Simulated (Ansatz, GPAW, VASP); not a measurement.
# Code comparison for TiAu (Pmma, 4 atoms in the cell)

Self-consistent single point.

```
CELL_PARAMETERS angstrom
      4.54169     0.00000     0.00000
      0.00000     2.90820     0.00000
      0.00000     0.00000     4.86885
ATOMIC_POSITIONS crystal
  Ti 0.25000 0.00000 0.82019
  Ti 0.75000 0.00000 0.17981
  Au 0.25000 0.50000 0.32411
  Au 0.75000 0.50000 0.67589
```
Moments meant for the start (each program seeds them in its own way; μB, in the order of the atoms Ti Ti Au Au): 1.0 1.0 0.0 0.0.

Shared settings, as Ansatz (a first-principles code) writes them: kpoints.mp_grid.grid = 3 4 3; scf.occupations.method = fermi_dirac; scf.occupations.width = 0.05 eV. Potentials and cutoffs stand in the table.

```
code                                                    model  pressure (GPa)  largest force (eV/Å)  size of the net moment (μB/atom)   cutoff
------  -----------------------------------------------------  --------------  --------------------  --------------------------------  -------
Ansatz                        PBEsol, PAW files made with PBE            1.59                 0.325                              0.17  default
GPAW    PBEsol, GPAW PAW datasets PBEsol (made by gpaw-setup)            2.83                 0.315                              0.17   800 eV
VASP               PBEsol, VASP's PBE PAW potentials (set 64)            1.07                 0.332                              0.17   300 eV
```

Size of the force on each atom (eV/Å): Sizes of forces hide their directions.

```csv
code,Ti1,Ti2,Au3,Au4
Ansatz,0.325,0.325,0.221,0.221
GPAW,0.315,0.315,0.280,0.280
VASP,0.332,0.332,0.214,0.214
```

On Ansatz's run: spin-orbit coupling is off. The magnetic order is the one reached from the typed start; others were not searched systematically.

The spread over the programs that give each value: pressure within 1.76 GPa; largest force within 0.017 eV/Å; size of the net moment within 0.00 μB/atom.

Ansatz's pressure is given at a fixed set of plane waves, as the other plane-wave codes print theirs; with its correction for the finite basis it is 1.63 GPa. In the pressure, GPAW (by 1.24) lies more than 1 GPa from the median of the plane-wave programs.

On the base mesh (5 7 4) the same programs gave: GPAW pressure 3.39 GPa; Ansatz pressure 2.12 GPa; VASP pressure 1.63 GPa.

The values differ from the base mesh's, so the mesh still matters here: the table compares the programs at equal settings.

VASP's run is marked for a possible Pulay error in its stress at this cutoff; no cutoff test was made.

The starting cell comes from a database of computed structures (which also holds hypothetical and non-ambient phases and stackings), without a prior relaxation at this level. Its lattice was rescaled by a random factor within 2.5 % of one.

Left out of this page: ABINIT, Elk and SIESTA (not drawn, or without a comparable value).

Keys are those of Ansatz 0.2.
